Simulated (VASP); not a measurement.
Ga2SnSe:

```
CELL_PARAMETERS angstrom
4.01826 0.00000 0.00000
-2.00913 3.47991 0.00000
0.00000 0.00000 5.40880
ATOMIC_POSITIONS crystal
Ga 0.66667 0.33333 0.75048
Ga 0.66667 0.33333 0.24952
Sn 0.00000 0.00000 0.00000
Se 0.33333 0.66667 0.50000
```

The cell was built by a generator and needn't be a form met in nature.

| Property | Result |
| --- | --- |
| Program | VASP 6.6.1 |
| Task | relaxation of cell and atoms |
| Functional | PBE |
| Potentials or basis | VASP PAW PBE potentials, release 64 (Ga_d, Sn_d, Se) |
| Cutoff | 520 eV |
| k mesh | 5 × 5 × 3 |
| Occupations | gaussian, width 0.15 eV |
| Spin | no spin polarisation |

At the start: pressure 19.9 GPa; volume 18.91 Å³/atom.

Q: Where does the relaxation end?

A: Over 13 steps the energy falls by 441.6 meV/atom and the volume is 23.11 Å³/atom (+22.2 %); space group P-6m2 (No. 187, to 0.05 Å).

Step by step:
```
step  energy change (eV)  largest force (eV/Å)  pressure (GPa)  volume (Å³)
   1              0.0000                0.0269           19.91        75.63
   2             -1.1160                0.0243           -3.02       104.22
   3             -1.1648                0.1027           -0.49        97.28
   4             -1.1651                0.0915           -1.27        98.48
   5             -1.1655                0.0945           -0.81        97.99
   6             -1.3116                0.0916           -0.77        97.22
   7             -1.5619                0.4139           -1.00        95.22
   8             -1.4984                1.3058            1.21        89.59
   9             -1.6337                0.7058           -0.49        93.30
  10             -1.6394                0.8549           -0.67        92.66
  11             -1.7097                0.4737            0.70        89.82
  12             -1.7146                0.3803            1.41        88.54
  13             -1.7664                0.0562           -0.10        92.46
```

Final structure:
```
Ga Sn Se
1.0
     3.80556    0.00000    0.00000
    -1.90278    3.29571    0.00000
     0.00000    0.00000    7.37183
Ga Sn Se
2 1 1
Direct
  0.66667 0.33333 0.73245
  0.66667 0.33333 0.26755
  0.00000 0.00000 0.00000
  0.33333 0.66667 0.50000
```

Caveat: the k mesh is coarse (spacing up to 0.39 Å⁻¹), so the values aren't converged; the volume moved by over 15 % at a fixed basis, so the end points are rough.
